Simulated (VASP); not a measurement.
```yaml
crystal:
  lattice:
    - [1.57633, -2.73029, 0.00000]
    - [1.57633, 2.73029, 0.00000]
    - [0.00000, 0.00000, 12.17910]
  atoms:
    - { symbol: Mo, position: [0.33333, 0.66667, 0.25000] }
    - { symbol: Mo, position: [0.66667, 0.33333, 0.75000] }
    - { symbol: S, position: [0.33333, 0.66667, 0.87835] }
    - { symbol: S, position: [0.66667, 0.33333, 0.37835] }
    - { symbol: S, position: [0.66667, 0.33333, 0.12165] }
    - { symbol: S, position: [0.33333, 0.66667, 0.62165] }
```

The numbers are results of PBE GGA with D4 dispersion, VASP's PBE PAW potentials (set 64) (plane waves; VASP 6.6.1), not measurements. Settings: 520 eV cut-off, 9×9×2 Γ-centred mesh, tetrahedra with Blöchl corrections, potentials Mo_sv S.

The cores are frozen, which limits the accuracy of field gradients.

Question: Give the principal components of the electric field gradient (V/Å²) and the asymmetry η at each nucleus.

Answer: 
```csv
atom,Vxx,Vyy,Vzz,η
Mo1,39.5,39.5,-78.9,0.00
Mo2,39.5,39.5,-78.9,0.00
S3,25.7,25.7,-51.5,0.00
S4,25.7,25.7,-51.5,0.00
S5,25.7,25.7,-51.5,0.00
S6,25.7,25.7,-51.5,0.00
```

The compound is MoS2 in the 2H layered structure. It was relaxed first.
